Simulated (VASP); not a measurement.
# How PAW data sets and SCF solver change a VASP run on BAs, part 2 of 2

Aim: find what the PAW data sets and SCF solver change for BAs, and what they cost. The series runs use PBE. The start is a cell from a database of measured crystal structures.

VASP 6.6.1, plane waves and PAW; the level of theory is named at each step.

Still holding for the runs below: Spin-orbit coupling is off here; it would split degenerate levels, and it lifts a valence top of As p states by about 0.1 eV.

So far. Step 6 (PAW data sets: hard 64: B h As): With 8 valence electrons the pressure is 3.43 GPa, -0.05 GPa from the first of the series, after 12 cycles in 8.4 s. Step 7 (PAW data sets: soft 64: B s As): With 8 valence electrons the pressure is 3.43 GPa, -0.05 GPa from the first of the series, after 12 cycles in 2.8 s.

## (9) SCF solver: ALGO = Normal

This step: PBE; plane waves and PAW (B, As) (VASP 6.6.1).

All solvers should reach one answer; they differ in cycles and robustness.

INCAR reads:

```
SYSTEM = BAs
PREC = Accurate
ENCUT = 420
EDIFF = 1E-06
NELM = 100
ISMEAR = -1
SIGMA = 0.05
LREAL = .FALSE.
ALGO = Normal
GGA = PE
NBANDS = 10
LORBIT = 11
LWAVE = .FALSE.
LCHARG = .FALSE.
KPAR = 2
ISIF = 2
```

POSCAR reads:

```
BAs
1.0
    0.0000000000      2.3885000000      2.3885000000
    2.3885000000      0.0000000000      2.3885000000
    2.3885000000      2.3885000000      0.0000000000
B As
1 1
Direct
    0.0000000000      0.0000000000      0.0000000000
    0.2500000000      0.2500000000      0.2500000000
```

KPOINTS reads:

```
Automatic mesh
0
Gamma
7 7 7
0 0 0
```

The projector-augmented-wave data sets are B and As (PBE family, release 64).

Command:

```sh
$ mpirun -np 2 vasp_std
```

Output:

```text
[... set-up lines as in an earlier step ...]
 entering main loop
       N       E                     dE             d eps       ncg     rms          rms(c)
[... 12 cycles as in an earlier step ...]
   1 F= -.11396349E+02 E0= -.11396348E+02  d E =-.213803E-06
```

Elapsed: 2.6 s, on 2 MPI ranks of Intel Xeon Platinum 8259CL at 2.50GHz (Skylake/Cascade Lake), shared host; peak memory 0.25 GiB; 4.1 s of CPU time.

Parts of OUTCAR (step 9):

```text
   NELECT =       8.0000    total number of electrons

 E-fermi :   6.7098

[... 20 parts as in an earlier step ...]

[... 2 further parts left out ...]
```

This step gave:

```
free energy (TOTEN) : -11.40 eV
Fermi energy        : 6.710 eV
pressure            : 3.481 GPa
```

The series starts at -5.6982 eV an atom and 3.48 GPa, after 12 cycles in 2.6 s.

## (10) SCF solver: ALGO = Fast

INCAR: that of step 9 with these lines changed.

```diff
@@ -8,3 +8,3 @@
 LREAL = .FALSE.
-ALGO = Normal
+ALGO = Fast
 GGA = PE
```

POSCAR is that of step 9.

KPOINTS is that of step 9.

Command:

```sh
$ mpirun -np 2 vasp_std
```

Output:

```text
[... set-up lines as in an earlier step ...]
 entering main loop
       N       E                     dE             d eps       ncg     rms          rms(c)
[... 5 cycles as in an earlier step ...]
RMM:   6    -0.114633587189E+02    0.57716E+00   -0.39575E-01   400   0.345E+00    0.233E+00
RMM:   7    -0.114027297712E+02    0.60629E-01   -0.89635E-02   412   0.179E+00    0.990E-01
RMM:   8    -0.113962889841E+02    0.64408E-02   -0.18163E-02   439   0.976E-01    0.134E-01
RMM:   9    -0.113963617108E+02   -0.72727E-04   -0.14718E-03   460   0.290E-01    0.494E-02
RMM:  10    -0.113963608949E+02    0.81587E-06   -0.12587E-04   455   0.976E-02    0.282E-02
RMM:  11    -0.113963588650E+02    0.20299E-05   -0.76284E-05   452   0.551E-02    0.138E-02
RMM:  12    -0.113963487371E+02    0.10128E-04   -0.93654E-06   463   0.217E-02    0.253E-03
RMM:  13    -0.113963486377E+02    0.99418E-07   -0.96646E-07   390   0.665E-03
   1 F= -.11396349E+02 E0= -.11396349E+02  d E =-.213537E-06
```

Elapsed: 3 s, on 2 MPI ranks; peak memory 0.24 GiB; 4.8 s of CPU time.

From OUTCAR (step 10):

```text
  Total        0.5929966      0.5929966      0.5929966      0.0000000      0.0000000      0.0000000
  in kB       34.8623840     34.8623840     34.8623840      0.0000000      0.0000000      0.0000000
  external PRESSURE =      34.8623840 kB  Pullay stress =       0.0000000 kB

 POSITION                                       TOTAL-FORCE (eV/Angst)
 -----------------------------------------------------------------------------------
      0.00000      0.00000      0.00000         0.000000      0.000000      0.000000
      1.19425      1.19425      1.19425        -0.000000     -0.000000     -0.000000
 -----------------------------------------------------------------------------------
    total drift:                                0.000000      0.000000      0.000000

  FREE ENERGIE OF THE ION-ELECTRON SYSTEM (eV)
  ---------------------------------------------------
  free  energy   TOTEN  =       -11.3963486377 eV

  energy  without entropy=      -11.3963484242  energy(sigma->0) =      -11.39634853

[... 2 parts as in an earlier step ...]

[... 1 further part left out ...]
[key lines of the parts left out:]
E-fermi :   6.7097
```

Against the first of the series the energy stays within 0.01 meV an atom; the pressure moves by +0.01 GPa, after 13 cycles in 3 s.

## (11) SCF solver: ALGO = VeryFast

INCAR: that of step 10 with these lines changed.

```diff
@@ -8,3 +8,3 @@
 LREAL = .FALSE.
-ALGO = Fast
+ALGO = VeryFast
 GGA = PE
```

POSCAR is that of step 10.

KPOINTS is that of step 10.

Command:

```sh
$ mpirun -np 2 vasp_std
```

Output:

```text
[... set-up lines as in an earlier step ...]
 entering main loop
       N       E                     dE             d eps       ncg     rms          rms(c)
RMM:   1     0.266092422894E+02    0.26609E+02   -0.16126E+03   200   0.430E+02
RMM:   2    -0.250270383221E+01   -0.29112E+02   -0.25330E+02   200   0.882E+01
RMM:   3    -0.999633214030E+01   -0.74936E+01   -0.43566E+01   200   0.331E+01
RMM:   4    -0.117679623243E+02   -0.17716E+01   -0.92686E+00   200   0.160E+01
[...]
RMM:  18    -0.113963497725E+02   -0.42460E-05   -0.13784E-05   482   0.254E-02    0.706E-03
RMM:  19    -0.113963487105E+02    0.10620E-05   -0.16154E-06   406   0.899E-03    0.130E-03
RMM:  20    -0.113963486801E+02    0.30462E-07   -0.20565E-07   327   0.307E-03
   1 F= -.11396349E+02 E0= -.11396349E+02  d E =-.213569E-06
```

Elapsed: 3.4 s, on 2 MPI ranks; peak memory 0.24 GiB.

From OUTCAR (step 11):

```text
  Total        0.5934759      0.5934759      0.5934759      0.0000000     -0.0000000      0.0000000
  in kB       34.8905626     34.8905626     34.8905626      0.0000000     -0.0000000      0.0000000
  external PRESSURE =      34.8905626 kB  Pullay stress =       0.0000000 kB

  FREE ENERGIE OF THE ION-ELECTRON SYSTEM (eV)
  ---------------------------------------------------
  free  energy   TOTEN  =       -11.3963486801 eV

  energy  without entropy=      -11.3963484665  energy(sigma->0) =      -11.39634857

[... 3 parts as in an earlier step ...]

[... 1 further part left out ...]
[key lines of the parts left out:]
E-fermi :   6.7097
```

Against the first of the series the energy stays within 0.01 meV an atom; the pressure moves by +0.01 GPa, after 20 cycles in 3.4 s.

## (12) SCF solver: ALGO = All

INCAR: that of step 11 with these lines changed.

```diff
@@ -8,3 +8,3 @@
 LREAL = .FALSE.
-ALGO = VeryFast
+ALGO = All
 GGA = PE
```

POSCAR is that of step 11.

KPOINTS is that of step 11.

Command:

```sh
$ mpirun -np 2 vasp_std
```

Output:

```text
[... set-up lines as in an earlier step ...]
 entering main loop
       N       E                     dE             d eps       ncg     rms           ort
DAV:   1     0.113780097345E+02    0.11378E+02   -0.38303E+03   200   0.659E+02
DAV:   2    -0.114247984562E+02   -0.22803E+02   -0.21682E+02   200   0.976E+01
DAV:   3    -0.120388875599E+02   -0.61409E+00   -0.61301E+00   200   0.164E+01
DAV:   4    -0.120405116838E+02   -0.16241E-02   -0.16240E-02   200   0.972E-01
DAV:   5    -0.120405137698E+02   -0.20860E-05   -0.20852E-05   200   0.325E-02
SDA:   6    -0.107046267378E+02    0.13359E+01   -0.20852E-05   200   0.195E+01   0.000E+00
 gam= 0.000 g(H,U,f)=  0.718E+00 0.124E+01 0.371E-08 ort(H,U,f) = 0.000E+00 0.000E+00 0.000E+00
 gam= 0.000 trial= 0.400  step=  0.6629 mean=  0.4000
CGA:   7    -0.113626890656E+02   -0.65806E+00   -0.64741E+00   200   0.539E-01   0.761E-01
 gam= 0.028 g(H,U,f)=  0.285E-01 0.254E-01 0.651E-08 ort(H,U,f) =-0.902E-01 0.166E+00 0.251E-07
 gam= 0.028 trial= 0.426  step=  1.1002 mean=  0.4263
[...]
gam= 0.101 trial= 0.494  step=  0.9514 mean=  0.4937
CGA:   9    -0.113960686035E+02   -0.25803E-02   -0.25794E-02   200   0.552E-03   0.434E-05
 gam= 0.102 g(H,U,f)=  0.477E-03 0.746E-04 0.255E-09 ort(H,U,f) =-0.286E-03 0.291E-03 0.110E-08
 gam= 0.102 trial= 0.539  step=  0.9263 mean=  0.5395
CGA:  10    -0.113963243878E+02   -0.25578E-03   -0.25580E-03   200   0.442E-04  -0.706E-07
 gam= 0.080 g(H,U,f)=  0.358E-04 0.842E-05 0.215E-10 ort(H,U,f) =-0.300E-04 0.299E-04 0.114E-09
 gam= 0.080 trial= 0.578  step=  0.9847 mean=  0.5781
CGA:  11    -0.113963464109E+02   -0.22023E-04   -0.21769E-04   200   0.442E-05   0.126E-05
 gam= 0.100 g(H,U,f)=  0.337E-05 0.105E-05 0.133E-11 ort(H,U,f) =-0.217E-05 0.343E-05 0.776E-11
 gam= 0.100 trial= 0.619  step=  0.8743 mean=  0.6188
CGA:  12    -0.113963484726E+02   -0.20617E-05   -0.19887E-05   200   0.422E-06   0.577E-06
 gam= 0.096 g(H,U,f)=  0.348E-06 0.749E-07 0.184E-12 ort(H,U,f) = 0.214E-06 0.363E-06 0.788E-12
 gam= 0.096 trial= 0.644  step=  0.8149 mean=  0.6443
CGA:  13    -0.113963486758E+02   -0.20322E-06   -0.19459E-06   200   0.533E-07   0.955E-07
 gam= 0.126 g(H,U,f)=  0.415E-07 0.118E-07 0.264E-13 ort(H,U,f) = 0.523E-07 0.432E-07 0.983E-13
 gam= 0.126 trial= 0.661  step=  0.6666 mean=  0.6614
 final diagonalization occupied
   1 F= -.11396349E+02 E0= -.11396349E+02  d E =-.213406E-06
```

Elapsed: 3.4 s, on 2 MPI ranks; peak memory 0.25 GiB; 5.8 s of CPU time.

From OUTCAR (step 12):

```text
  Total        0.5932225      0.5932225      0.5932225     -0.0000000      0.0000000     -0.0000000
  in kB       34.8756642     34.8756642     34.8756642     -0.0000000      0.0000000     -0.0000000
  external PRESSURE =      34.8756642 kB  Pullay stress =       0.0000000 kB

  FREE ENERGIE OF THE ION-ELECTRON SYSTEM (eV)
  ---------------------------------------------------
  free  energy   TOTEN  =       -11.3963486758 eV

  energy  without entropy=      -11.3963484624  energy(sigma->0) =      -11.39634857

[... 3 parts as in an earlier step ...]

[... 1 further part left out ...]
[key lines of the parts left out:]
E-fermi :   6.7098
```

Against the first of the series the energy stays within 0.01 meV an atom; the pressure moves by +0.01 GPa, after 13 cycles in 3.4 s.

## (13) SCF solver: ALGO = Damped

INCAR: that of step 12 with these lines changed.

```diff
@@ -8,3 +8,3 @@
 LREAL = .FALSE.
-ALGO = All
+ALGO = Damped
 GGA = PE
```

POSCAR is that of step 12.

KPOINTS is that of step 12.

Command:

```sh
$ mpirun -np 2 vasp_std
```

Output:

```text
[... set-up lines as in an earlier step ...]
 entering main loop
       N       E                     dE             d eps       ncg     rms           ort
DAV:   1     0.301915204981E+02    0.30192E+02   -0.34368E+03   200   0.659E+02
DAV:   2    -0.761472096821E+01   -0.37806E+02   -0.35025E+02   200   0.136E+02
DAV:   3    -0.116100338137E+02   -0.39953E+01   -0.39060E+01   200   0.452E+01
DAV:   4    -0.119983211121E+02   -0.38829E+00   -0.38430E+00   200   0.140E+01
[...]
DMP:  18    -0.113963457029E+02   -0.11966E-04   -0.50248E-05   200   0.678E-05   0.151E-04
DMP:  19    -0.113963479150E+02   -0.22121E-05   -0.41133E-06   200   0.140E-05  -0.980E-06
DMP:  20    -0.113963479174E+02   -0.23382E-08   -0.53900E-06   200   0.170E-05  -0.916E-06
 final diagonalization occupied
   1 F= -.11396348E+02 E0= -.11396348E+02  d E =-.213475E-06
```

Run time: 3.8 s. Hardware: 2 MPI ranks; peak memory 0.25 GiB.

OUTCAR, selected parts (step 13):

```text
  Total        0.5937273      0.5937273      0.5937273      0.0000000     -0.0000000      0.0000000
  in kB       34.9053412     34.9053412     34.9053412      0.0000000     -0.0000000      0.0000000
  external PRESSURE =      34.9053412 kB  Pullay stress =       0.0000000 kB

  FREE ENERGIE OF THE ION-ELECTRON SYSTEM (eV)
  ---------------------------------------------------
  free  energy   TOTEN  =       -11.3963479174 eV

  energy  without entropy=      -11.3963477039  energy(sigma->0) =      -11.39634781

[... 3 parts as in an earlier step ...]

[... 1 further part left out ...]
[key lines of the parts left out:]
E-fermi :   6.7096
```

Against the first of the series the energy stays within 0.01 meV an atom; the pressure moves by +0.01 GPa, after 20 cycles in 3.8 s.

## (14) SCF solver: AMIX = 0.1, BMIX = 0.01

INCAR: that of step 13 with these lines changed.

```diff
@@ -8,3 +8,3 @@
 LREAL = .FALSE.
-ALGO = Damped
+ALGO = Normal
 GGA = PE
@@ -16 +16,3 @@
 ISIF = 2
+AMIX = 0.1
+BMIX = 0.01
```

POSCAR is that of step 13.

KPOINTS is that of step 13.

Command:

```sh
$ mpirun -np 2 vasp_std
```

Output:

```text
[... set-up lines as in an earlier step ...]
 entering main loop
       N       E                     dE             d eps       ncg     rms          rms(c)
[... 5 cycles as in an earlier step ...]
DAV:   6    -0.117991373365E+02    0.24138E+00   -0.14402E-01   434   0.164E+00    0.417E+00
DAV:   7    -0.114161402573E+02    0.38300E+00   -0.18000E+00   420   0.585E+00    0.181E+00
DAV:   8    -0.113993714289E+02    0.16769E-01   -0.62385E-02   468   0.181E+00    0.466E-01
DAV:   9    -0.113962626827E+02    0.31087E-02   -0.17460E-02   446   0.594E-01    0.174E-01
DAV:  10    -0.113962939771E+02   -0.31294E-04   -0.46363E-04   444   0.168E-01    0.206E-01
DAV:  11    -0.113963741616E+02   -0.80185E-04   -0.11599E-03   432   0.228E-01    0.386E-02
DAV:  12    -0.113963469938E+02    0.27168E-04   -0.76981E-05   434   0.467E-02    0.215E-02
DAV:  13    -0.113963465589E+02    0.43483E-06   -0.64715E-06   460   0.160E-02
   1 F= -.11396347E+02 E0= -.11396346E+02  d E =-.214671E-06
```

Wall time 2.8 s (2 MPI ranks); peak memory 0.25 GiB.

Parts of OUTCAR (step 14):

```text
  Total        0.5929309      0.5929309      0.5929309      0.0000000      0.0000000      0.0000000
  in kB       34.8585174     34.8585174     34.8585174      0.0000000      0.0000000      0.0000000
  external PRESSURE =      34.8585174 kB  Pullay stress =       0.0000000 kB

 POSITION                                       TOTAL-FORCE (eV/Angst)
 -----------------------------------------------------------------------------------
      0.00000      0.00000      0.00000         0.000000     -0.000000     -0.000000
      1.19425      1.19425      1.19425        -0.000000      0.000000      0.000000
 -----------------------------------------------------------------------------------
    total drift:                                0.000000      0.000000      0.000000

  FREE ENERGIE OF THE ION-ELECTRON SYSTEM (eV)
  ---------------------------------------------------
  free  energy   TOTEN  =       -11.3963465589 eV

  energy  without entropy=      -11.3963463443  energy(sigma->0) =      -11.39634645

[... 2 parts as in an earlier step ...]

[... 1 further part left out ...]
[key lines of the parts left out:]
E-fermi :   6.7092
```

Against the first of the series the energy stays within 0.01 meV an atom and the pressure within 0.01 GPa, after 13 cycles in 2.8 s.

## (15) SCF solver: AMIX = 0.8

INCAR: that of step 14 with these lines changed.

```diff
@@ -16,3 +16,2 @@
 ISIF = 2
-AMIX = 0.1
-BMIX = 0.01
+AMIX = 0.8
```

POSCAR is that of step 14.

KPOINTS is that of step 14.

Command:

```sh
$ mpirun -np 2 vasp_std
```

Output:

```text
[... set-up lines as in an earlier step ...]
 entering main loop
       N       E                     dE             d eps       ncg     rms          rms(c)
[... 5 cycles as in an earlier step ...]
DAV:   6    -0.115541856396E+02    0.48633E+00   -0.64485E+00   416   0.110E+01    0.239E+00
DAV:   7    -0.113958903489E+02    0.15830E+00   -0.94205E-01   412   0.456E+00    0.902E-01
DAV:   8    -0.113965731695E+02   -0.68282E-03   -0.20384E-02   444   0.102E+00    0.357E-01
DAV:   9    -0.113964033704E+02    0.16980E-03   -0.28065E-03   436   0.233E-01    0.915E-02
DAV:  10    -0.113963451944E+02    0.58176E-04   -0.34162E-04   448   0.886E-02    0.120E-02
DAV:  11    -0.113963485747E+02   -0.33803E-05   -0.11116E-05   454   0.219E-02    0.481E-03
DAV:  12    -0.113963488769E+02   -0.30221E-06   -0.13823E-07   252   0.264E-03
   1 F= -.11396349E+02 E0= -.11396349E+02  d E =-.213494E-06
```

Run time: 2.6 s. Hardware: 2 MPI ranks; peak memory 0.25 GiB.

Parts of OUTCAR (step 15):

```text
  Total        0.5927850      0.5927850      0.5927850     -0.0000000      0.0000000     -0.0000000
  in kB       34.8499391     34.8499391     34.8499391     -0.0000000      0.0000000     -0.0000000
  external PRESSURE =      34.8499391 kB  Pullay stress =       0.0000000 kB

  FREE ENERGIE OF THE ION-ELECTRON SYSTEM (eV)
  ---------------------------------------------------
  free  energy   TOTEN  =       -11.3963488769 eV

  energy  without entropy=      -11.3963486634  energy(sigma->0) =      -11.39634877

[... 3 parts as in an earlier step ...]

[... 1 further part left out ...]
[key lines of the parts left out:]
E-fermi :   6.7097
```

Against the first of the series the energy stays within 0.01 meV an atom and the pressure within 0.01 GPa, after 12 cycles in 2.6 s.

## (16) SCF solver: IMIX = 1, AMIX = 0.2

INCAR: that of step 15 with these lines changed.

```diff
@@ -16,2 +16,3 @@
 ISIF = 2
-AMIX = 0.8
+IMIX = 1
+AMIX = 0.2
```

POSCAR is that of step 15.

KPOINTS is that of step 15.

Command:

```sh
$ mpirun -np 2 vasp_std
```

Output:

```text
[... set-up lines as in an earlier step ...]
 entering main loop
       N       E                     dE             d eps       ncg     rms          rms(c)
[... 5 cycles as in an earlier step ...]
DAV:   6    -0.116652916780E+02    0.37522E+00   -0.41662E-01   432   0.280E+00    0.359E+00
DAV:   7    -0.115169815917E+02    0.14831E+00   -0.16753E-01   446   0.186E+00    0.265E+00
DAV:   8    -0.114542674930E+02    0.62714E-01   -0.53395E-02   440   0.102E+00    0.201E+00
DAV:   9    -0.114254455128E+02    0.28822E-01   -0.19787E-02   448   0.632E-01    0.157E+00
[...]
DAV:  32    -0.113963442872E+02   -0.16052E-05   -0.23224E-07   220   0.356E-03    0.109E-02
DAV:  33    -0.113963454696E+02   -0.11824E-05   -0.16189E-07   218   0.297E-03    0.885E-03
DAV:  34    -0.113963463385E+02   -0.86894E-06   -0.11356E-07   212   0.249E-03
   1 F= -.11396346E+02 E0= -.11396346E+02  d E =-.214140E-06
```

The job ended after 5.6 s (2 MPI ranks; peak memory 0.24 GiB; 9.9 s of CPU time).

From OUTCAR (step 16):

```text
  Total        0.5958815      0.5958815      0.5958815     -0.0000000     -0.0000000     -0.0000000
  in kB       35.0319847     35.0319847     35.0319847     -0.0000000     -0.0000000     -0.0000000
  external PRESSURE =      35.0319847 kB  Pullay stress =       0.0000000 kB

 POSITION                                       TOTAL-FORCE (eV/Angst)
 -----------------------------------------------------------------------------------
      0.00000      0.00000      0.00000         0.000000     -0.000000      0.000000
      1.19425      1.19425      1.19425        -0.000000      0.000000     -0.000000
 -----------------------------------------------------------------------------------
    total drift:                                0.000000      0.000000      0.000000

  FREE ENERGIE OF THE ION-ELECTRON SYSTEM (eV)
  ---------------------------------------------------
  free  energy   TOTEN  =       -11.3963463385 eV

  energy  without entropy=      -11.3963461244  energy(sigma->0) =      -11.39634623

[... 2 parts as in an earlier step ...]

[... 1 further part left out ...]
[key lines of the parts left out:]
E-fermi :   6.7086
```

Against the first of the series the energy stays within 0.01 meV an atom; the pressure moves by +0.02 GPa, after 34 cycles in 5.6 s.

## (17) The SCF solver series as a table

This step: convergence of PBE results with the solver; plane waves and PAW (VASP 6.6.1).

Derived from the runs above.

Differences are taken from the run with ALGO = Normal. Results of the series, by row:

```
                setting     status  energy less the reference (meV/atom)  pressure (GPa)  gap (eV)  SCF cycles  wall time (s)
          ALGO = Normal  converged                                     0           3.481     1.192          12            2.6
            ALGO = Fast  converged                              -6.00e-5           3.486     1.192          13              3
        ALGO = VeryFast  converged                              -8.00e-5           3.489     1.192          20            3.4
             ALGO = All  converged                              -8.00e-5           3.488     1.192          13            3.4
          ALGO = Damped  converged                               3.00e-4           3.491     1.192          20            3.8
AMIX = 0.1, BMIX = 0.01  converged                               9.80e-4           3.486     1.191          13            2.8
             AMIX = 0.8  converged                              -1.80e-4           3.485     1.192          12            2.6
   IMIX = 1, AMIX = 0.2  converged                               0.00109           3.503     1.192          34            5.6
```

## (18) Outcome

| Quantity | Value |
| --- | --- |
| spread of the pressure over the PAW data sets | 1.12 GPa |
| fewest SCF cycles | ALGO = Normal; AMIX = 0.8 (12) |
| most SCF cycles among converged runs | IMIX = 1, AMIX = 0.2 (34) |
| spread of the pressure over the SCF solver | 0.0223 GPa |
| spread of the energy over the SCF solver | 0.00127 meV/atom |

What this shows: The choice of data set moves the pressure between 2.36 GPa (semicore 64: B As_d) and 3.48 GPa (minimal 64: B As); the cutoffs differ too (400, 420 and 910 eV). The gap moves by up to 0.02 eV. All SCF solvers that converged agree within 0.05 meV an atom. No setting beats the 2.6 s of ALGO = Normal by a fifth or more; the slowest converged run is IMIX = 1, AMIX = 0.2, at 5.6 s. On a shared host such times are rough. Data sets differ in their zero of energy, so energies are not compared. Forces vanish by symmetry in this cell, so the series can't test them.

[Lines on the potential files, build, host, timing and source positions are cut from VASP's logs without a mark.]

[Logs are printed without paths, hosts, clocks, repeated set-up lines and the standing remarks that a program may print on its own settings, such as how far it seeks lower states.]

[Hosts, paths, dates, database ids (printed as entryN), source tags and the programs' standing remarks are cut or masked in the printed files.]

[A measured line is paired with the nearest computed mode of its activity, which favours agreement.]
